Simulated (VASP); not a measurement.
# How plane-wave cutoff and PAW data sets change a VASP run on ScPt, part 2 of 2

How sensitive are energy and pressure of ScPt to the plane-wave cutoff and PAW data sets? The series runs use PBEsol. The start is a cell from a database of measured crystal structures.

VASP 6.6.1, plane waves and PAW; the level of theory is named at each step.

Still holding for the runs below: This run has no spin polarisation. Its electron count is odd, so without a moment it is a metal by construction. The k-mesh is coarse for a metal.

So far. Step 7 (Plane-wave cutoff: ENCUT = 300): Against the run before the energy moves by +2.83 meV an atom and the pressure by -0.37 GPa, after 12 cycles in 2.8 s.

## 8. Plane-wave cutoff: ENCUT = 370

Level of this step: PBEsol; plane waves and PAW (Sc_sv, Pt) (VASP).

INCAR reads:

```
SYSTEM = ScPt
PREC = Accurate
ENCUT = 370
EDIFF = 1E-06
NELM = 100
ISMEAR = -1
SIGMA = 0.05
LREAL = .FALSE.
ALGO = Normal
GGA = PS
NBANDS = 16
LASPH = .TRUE.
LORBIT = 11
LWAVE = .FALSE.
LCHARG = .FALSE.
KPAR = 2
ISIF = 2
```

POSCAR reads:

```
ScPt
1.0
    3.2700000000      0.0000000000      0.0000000000
    0.0000000000      3.2700000000      0.0000000000
    0.0000000000      0.0000000000      3.2700000000
Sc Pt
1 1
Direct
    0.5000000000      0.5000000000      0.5000000000
    0.0000000000      0.0000000000      0.0000000000
```

KPOINTS reads:

```
Automatic mesh
0
Gamma
7 7 7
0 0 0
```

Potentials, in the order of the species: Sc_sv and Pt (PBE family, release 64).

Command:

```bash
$ mpirun -np 2 vasp_std
```

Output:

```text
[... set-up lines as in an earlier step ...]
 entering main loop
       N       E                     dE             d eps       ncg     rms          rms(c)
DAV:   1     0.159185613651E+03    0.15919E+03   -0.88071E+03   696   0.101E+03
DAV:   2    -0.104398463652E+02   -0.16963E+03   -0.16646E+03   664   0.357E+02
DAV:   3    -0.172147343303E+02   -0.67749E+01   -0.65414E+01   864   0.725E+01
DAV:   4    -0.173311656916E+02   -0.11643E+00   -0.11636E+00   720   0.996E+00
[...]
DAV:  10    -0.159239701465E+02    0.10050E-02   -0.73172E-03   856   0.116E+00    0.617E-02
DAV:  11    -0.159239009033E+02    0.69243E-04   -0.32346E-04   880   0.236E-01    0.624E-03
DAV:  12    -0.159239003431E+02    0.56011E-06   -0.82801E-06   976   0.286E-02
   1 F= -.15923900E+02 E0= -.15913829E+02  d E =-.201433E-01
```

Elapsed: 4 s, on 2 MPI ranks of AMD EPYC 9R45, shared host; peak memory 0.22 GiB; 5.4 s of CPU time.

From OUTCAR (step 8):

```text
  Total       -0.1827699     -0.1827699     -0.1827699      0.0000000      0.0000000      0.0000000
  in kB       -8.3747546     -8.3747546     -8.3747546      0.0000000      0.0000000      0.0000000
  external PRESSURE =      -8.3747546 kB  Pullay stress =       0.0000000 kB

 POSITION                                       TOTAL-FORCE (eV/Angst)
 -----------------------------------------------------------------------------------
      1.63500      1.63500      1.63500         0.000000      0.000000      0.000000
      0.00000      0.00000      0.00000         0.000000      0.000000      0.000000
 -----------------------------------------------------------------------------------
    total drift:                                0.000000      0.000000     -0.000000

  FREE ENERGIE OF THE ION-ELECTRON SYSTEM (eV)
  ---------------------------------------------------
  free  energy   TOTEN  =       -15.9239003431 eV

  energy  without entropy=      -15.9037570858  energy(sigma->0) =      -15.91382871

[... 1 part as in an earlier step ...]

[... 2 further parts left out ...]
[key lines of the parts left out:]
E-fermi :   7.7600
```

Against the run before the energy moves by +4.32 meV an atom and the pressure by +0.33 GPa, after 12 cycles in 4 s.

## 9. Plane-wave cutoff: ENCUT = 460

Changes to INCAR since step 8:

```diff
@@ -2,3 +2,3 @@
 PREC = Accurate
-ENCUT = 370
+ENCUT = 460
 EDIFF = 1E-06
```

POSCAR is that of step 8.

KPOINTS is that of step 8.

Command:

```bash
$ mpirun -np 2 vasp_std
```

Output:

```text
[... set-up lines as in an earlier step ...]
 entering main loop
       N       E                     dE             d eps       ncg     rms          rms(c)
DAV:   1     0.181986951385E+03    0.18199E+03   -0.98082E+03   656   0.121E+03
DAV:   2    -0.824514635873E+01   -0.19023E+03   -0.18630E+03   688   0.382E+02
DAV:   3    -0.172034844654E+02   -0.89583E+01   -0.83659E+01   904   0.816E+01
DAV:   4    -0.173313335411E+02   -0.12785E+00   -0.12780E+00   736   0.104E+01
[...]
DAV:  10    -0.159234758424E+02    0.10010E-02   -0.72504E-03   840   0.117E+00    0.611E-02
DAV:  11    -0.159234098324E+02    0.66010E-04   -0.32461E-04   904   0.238E-01    0.584E-03
DAV:  12    -0.159234094529E+02    0.37943E-06   -0.73760E-06   928   0.269E-02
   1 F= -.15923409E+02 E0= -.15913335E+02  d E =-.201486E-01
```

It took 4 s on 2 MPI ranks; peak memory 0.22 GiB; 5.5 s of CPU time.

From OUTCAR (step 9):

```text
  Total       -0.1224862     -0.1224862     -0.1224862     -0.0000000     -0.0000000     -0.0000000
  in kB       -5.6124746     -5.6124746     -5.6124746     -0.0000000     -0.0000000     -0.0000000
  external PRESSURE =      -5.6124746 kB  Pullay stress =       0.0000000 kB

  FREE ENERGIE OF THE ION-ELECTRON SYSTEM (eV)
  ---------------------------------------------------
  free  energy   TOTEN  =       -15.9234094529 eV

  energy  without entropy=      -15.9032608847  energy(sigma->0) =      -15.91333517

[... 2 parts as in an earlier step ...]

[... 2 further parts left out ...]
[key lines of the parts left out:]
E-fermi :   7.7595
```

Against the run before the energy moves by +0.25 meV an atom and the pressure by +0.28 GPa, after 12 cycles in 4 s.

## 10. The plane-wave cutoff series as a table

This step: convergence of PBEsol results with the cutoff; plane waves and PAW (VASP 6.6.1).

This step runs nothing: it gathers the runs above.

Differences are taken from the run with ENCUT = 460. Results of the series, by row:

| setting | status | energy less the reference (meV/atom) | pressure (GPa) | SCF cycles | wall time (s) |
| --- | --- | --- | --- | --- | --- |
| ENCUT = 140 | converged | 1087 | -245 | 12 | 1.8 |
| ENCUT = 170 | converged | 314.5 | -80.02 | 13 | 2 |
| ENCUT = 210 | converged | 12.53 | -10.86 | 12 | 2 |
| ENCUT = 230 | converged | 1.099 | -3.232 | 12 | 2.2 |
| ENCUT = 260 | converged | -7.398 | -0.796 | 12 | 2.6 |
| ENCUT = 300 | converged | -4.569 | -1.166 | 12 | 2.8 |
| ENCUT = 370 | converged | -0.2468 | -0.8375 | 12 | 4 |
| ENCUT = 460 | converged | 0 | -0.5612 | 12 | 4 |

## 11. PAW data sets: minimal 64: Sc sv Pt

This step: PBEsol; plane waves and PAW (Sc_sv, Pt) (VASP 6.6.1).

Data sets differ in which electrons are valence and how hard the partial waves are.

Changes to INCAR since step 9:

```diff
@@ -2,3 +2,3 @@
 PREC = Accurate
-ENCUT = 460
+ENCUT = 400
 EDIFF = 1E-06
```

POSCAR is that of step 9.

KPOINTS is that of step 9.

Command:

```bash
$ mpirun -np 2 vasp_std
```

Output:

```text
[... set-up lines as in an earlier step ...]
 entering main loop
       N       E                     dE             d eps       ncg     rms          rms(c)
DAV:   1     0.168056655874E+03    0.16806E+03   -0.94766E+03   664   0.110E+03
DAV:   2    -0.901773277649E+01   -0.17707E+03   -0.17322E+03   664   0.361E+02
DAV:   3    -0.171986174869E+02   -0.81809E+01   -0.79071E+01   928   0.773E+01
DAV:   4    -0.173318861832E+02   -0.13327E+00   -0.13301E+00   736   0.105E+01
DAV:   5    -0.173350818728E+02   -0.31957E-02   -0.31956E-02   944   0.157E+00    0.101E+01
DAV:   6    -0.161472094406E+02    0.11879E+01   -0.22316E+00   904   0.204E+01    0.411E+00
DAV:   7    -0.159455011350E+02    0.20171E+00   -0.85742E-01   864   0.824E+00    0.104E+00
DAV:   8    -0.159288293055E+02    0.16672E-01   -0.77876E-02   968   0.255E+00    0.595E-01
DAV:   9    -0.159246281861E+02    0.42011E-02   -0.24871E-02   808   0.242E+00    0.264E-01
DAV:  10    -0.159236230317E+02    0.10052E-02   -0.73505E-03   856   0.117E+00    0.620E-02
DAV:  11    -0.159235530821E+02    0.69950E-04   -0.32962E-04   888   0.239E-01    0.614E-03
DAV:  12    -0.159235525879E+02    0.49417E-06   -0.80951E-06   984   0.283E-02
   1 F= -.15923553E+02 E0= -.15913481E+02  d E =-.201440E-01
```

Wall time 4 s (2 MPI ranks); peak memory 0.22 GiB.

OUTCAR, selected parts (step 11):

```text
   ENCUT  =  400.0 eV  29.40 Ry    5.42 a.u.   5.33  5.33  5.33*2*pi/ulx,y,z

   NELECT =      21.0000    total number of electrons

 E-fermi :   7.7597

 k-point     1 :       0.0000    0.0000    0.0000
  band No.  band energies     occupation
    ...
      6       2.6765      2.00000
      7       2.6765      2.00000
      8       5.0813      2.00000
      9       5.0813      2.00000
     10       5.0813      2.00000
     11       9.3754      0.00000
     12       9.3754      0.00000
     13      11.3975      0.00000
     14      11.3975      0.00000
     15      11.3975      0.00000
    ...

  Total       -0.1349613     -0.1349613     -0.1349613      0.0000000     -0.0000000     -0.0000000
  in kB       -6.1841014     -6.1841014     -6.1841014      0.0000000     -0.0000000     -0.0000000
  external PRESSURE =      -6.1841014 kB  Pullay stress =       0.0000000 kB

  FREE ENERGIE OF THE ION-ELECTRON SYSTEM (eV)
  ---------------------------------------------------
  free  energy   TOTEN  =       -15.9235525879 eV

  energy  without entropy=      -15.9034085831  energy(sigma->0) =      -15.91348059

[... 6 parts as in an earlier step ...]

[... 11 further parts left out ...]
```

Numbers from this step:

- pressure: -0.6184 GPa

The series starts at -7.9567 eV an atom and -0.62 GPa, after 12 cycles in 4 s.

## 12. PAW data sets: recommended 54: Sc sv Pt

INCAR is that of step 11.

POSCAR is that of step 11.

KPOINTS is that of step 11.

Potentials, in the order of the species: Sc_sv and Pt (PBE family, release 54).

Command:

```bash
$ mpirun -np 2 vasp_std
```

Output:

```text
[... set-up lines as in an earlier step ...]
 entering main loop
       N       E                     dE             d eps       ncg     rms          rms(c)
[... 12 cycles as in an earlier step ...]
   1 F= -.15923553E+02 E0= -.15913481E+02  d E =-.201440E-01
```

The job ended after 4.2 s (2 MPI ranks; peak memory 0.22 GiB).

Parts of OUTCAR (step 12):

```text
[... 6 parts as in an earlier step ...]

[... 1 further part left out ...]
[key lines of the parts left out:]
E-fermi :   7.7597
```

With 21 valence electrons the pressure is -0.62 GPa, +0.00 GPa from the first of the series, after 12 cycles in 4.2 s.

## 13. PAW data sets: semicore 64: Sc sv Pt pv

This step: PBEsol; plane waves and PAW (Sc_sv, Pt_pv) (VASP 6.6.1).

Changes to INCAR since step 12:

```diff
@@ -10,3 +10,3 @@
 GGA = PS
-NBANDS = 16
+NBANDS = 19
 LASPH = .TRUE.
```

POSCAR is that of step 12.

KPOINTS is that of step 12.

PAW data sets: Sc_sv and Pt_pv (PBE family, release 64).

Command:

```bash
$ mpirun -np 2 vasp_std
```

Output:

```text
[... set-up lines as in an earlier step ...]
 entering main loop
       N       E                     dE             d eps       ncg     rms          rms(c)
DAV:   1     0.280251205997E+03    0.28025E+03   -0.14148E+04   928   0.126E+03
DAV:   2     0.799307493221E+01   -0.27226E+03   -0.26773E+03   760   0.475E+02
DAV:   3    -0.160719990071E+02   -0.24065E+02   -0.21514E+02  1222   0.112E+02
DAV:   4    -0.173038228463E+02   -0.12318E+01   -0.12133E+01  1129   0.278E+01
[...]
DAV:  10    -0.159164389353E+02    0.70501E-03   -0.36054E-03  1024   0.750E-01    0.684E-02
DAV:  11    -0.159164321132E+02    0.68221E-05   -0.56685E-05   965   0.778E-02    0.538E-03
DAV:  12    -0.159164321130E+02    0.13415E-09   -0.22146E-06   701   0.170E-02
   1 F= -.15916432E+02 E0= -.15906350E+02  d E =-.201634E-01
```

It took 4.4 s on 2 MPI ranks; peak memory 0.22 GiB.

OUTCAR, selected parts (step 13):

```text
  Total       -0.3393652     -0.3393652     -0.3393652     -0.0000000     -0.0000000      0.0000000
  in kB      -15.5501533    -15.5501533    -15.5501533     -0.0000000     -0.0000000      0.0000000
  external PRESSURE =     -15.5501533 kB  Pullay stress =       0.0000000 kB

  FREE ENERGIE OF THE ION-ELECTRON SYSTEM (eV)
  ---------------------------------------------------
  free  energy   TOTEN  =       -15.9164321130 eV

  energy  without entropy=      -15.8962686816  energy(sigma->0) =      -15.90635040

[... 2 parts as in an earlier step ...]

[... 2 further parts left out ...]
[key lines of the parts left out:]
E-fermi :   8.1074
```

With 27 valence electrons the pressure is -1.56 GPa, -0.94 GPa from the first of the series, after 12 cycles in 4.4 s.

## 14. PAW data sets: GW 64: Sc sv GW Pt sv GW

This step: PBEsol; plane waves and PAW (Sc_sv_GW, Pt_sv_GW) (VASP 6.6.1).

Changes to INCAR since step 13:

```diff
@@ -2,3 +2,3 @@
 PREC = Accurate
-ENCUT = 400
+ENCUT = 500
 EDIFF = 1E-06
@@ -10,3 +10,3 @@
 GGA = PS
-NBANDS = 19
+NBANDS = 20
 LASPH = .TRUE.
```

POSCAR is that of step 13.

KPOINTS is that of step 13.

Potentials, in the order of the species: Sc_sv_GW and Pt_sv_GW (PBE family, release 64).

Command:

```bash
$ mpirun -np 2 vasp_std
```

Output:

```text
[... set-up lines as in an earlier step ...]
 entering main loop
       N       E                     dE             d eps       ncg     rms          rms(c)
DAV:   1     0.331403154215E+03    0.33140E+03   -0.17601E+04  1048   0.153E+03
DAV:   2     0.507677256951E+01   -0.32633E+03   -0.31345E+03  1272   0.703E+02
DAV:   3    -0.203147831316E+02   -0.25392E+02   -0.23841E+02  1364   0.187E+02
DAV:   4    -0.209189356543E+02   -0.60415E+00   -0.59844E+00  1180   0.223E+01
[...]
DAV:  12    -0.183763333550E+02   -0.25166E-05   -0.62454E-05  1216   0.105E-01    0.438E-02
DAV:  13    -0.183763314417E+02    0.19133E-05   -0.14744E-05  1056   0.312E-02    0.181E-02
DAV:  14    -0.183763311923E+02    0.24947E-06   -0.35335E-07   516   0.920E-03
   1 F= -.18376331E+02 E0= -.18366267E+02  d E =-.201283E-01
```

The job ended after 7.4 s (2 MPI ranks; peak memory 0.25 GiB).

OUTCAR, selected parts (step 14):

```text
  Total       -0.5387470     -0.5387470     -0.5387470     -0.0000000     -0.0000000      0.0000000
  in kB      -24.6860822    -24.6860822    -24.6860822     -0.0000000     -0.0000000      0.0000000
  external PRESSURE =     -24.6860822 kB  Pullay stress =       0.0000000 kB

  FREE ENERGIE OF THE ION-ELECTRON SYSTEM (eV)
  ---------------------------------------------------
  free  energy   TOTEN  =       -18.3763311923 eV

  energy  without entropy=      -18.3562029182  energy(sigma->0) =      -18.36626706

[... 1 part as in an earlier step ...]

[... 3 further parts left out ...]
[key lines of the parts left out:]
E-fermi :   9.1208
```

With 29 valence electrons the pressure is -2.47 GPa, -1.85 GPa from the first of the series, after 14 cycles in 7.4 s.

## 15. The PAW data sets series as a table

This step: convergence of PBEsol results with the datasets; plane waves and PAW (VASP 6.6.1).

This step runs nothing: it gathers the runs above.

Results of the series, by row:

| setting | status | pressure (GPa) | SCF cycles | wall time (s) |
| --- | --- | --- | --- | --- |
| minimal 64: Sc_sv Pt, 400 eV | converged | -0.6184 | 12 | 4 |
| recommended 54: Sc_sv Pt, 400 eV | converged | -0.6184 | 12 | 4.2 |
| semicore 64: Sc_sv Pt_pv, 400 eV | converged | -1.555 | 12 | 4.4 |
| gw 64: Sc_sv_GW Pt_sv_GW, 500 eV | converged | -2.469 | 14 | 7.4 |

## 16. What came out

```
plane-wave cutoff from which the energy stays within 10 meV/atom of the reference : ENCUT = 230
plane-wave cutoff from which the energy stays within 1 meV/atom of the reference  : ENCUT = 370
plane-wave cutoff from which the pressure stays within 0.2 GPa of the reference   : none before the reference itself
spread of the pressure over the plane-wave cutoff                                 : 244 GPa
spread of the energy over the plane-wave cutoff                                   : 1095 meV/atom
spread of the pressure over the PAW data sets                                     : 1.85 GPa
```

From ENCUT = 370 on, the energy stays within 1 meV an atom of the reference, at 100 % of its time. The pressure doesn't settle within 0.2 GPa before the reference. These cutoffs are 0.6 to 2 times the default of the data sets, about 230 eV; at the default the run is off by +1.1 meV an atom, -2.67 GPa, and at 1.3 times by -4.6 meV an atom, -0.60 GPa. Energy differences between like cells converge faster than these totals. The choice of data set moves the pressure between -2.47 GPa (gw 64: Sc_sv_GW Pt_sv_GW) and -0.62 GPa (minimal 64: Sc_sv Pt); the cutoffs differ too (400 and 500 eV). Differences are taken from the run with ENCUT = 460, which is itself not the exact limit. Data sets differ in their zero of energy, so energies are not compared. Forces vanish by symmetry in this cell, so the series can't test them. The runs at ENCUT = 140; ENCUT = 170; ENCUT = 210; ENCUT = 230 are over 30 meV an atom or 2 GPa off and describe the material poorly.

[Lines on the potential files, build, host, timing and source positions are cut from VASP's logs without a mark.]

[Logs are printed without paths, hosts, clocks, repeated set-up lines and the standing remarks that a program may print on its own settings, such as how far it seeks lower states.]

[Hosts, paths, dates, database ids (printed as entryN), source tags and the programs' standing remarks are cut or masked in the printed files.]

[A measured line is paired with the nearest computed mode of its activity, which favours agreement.]
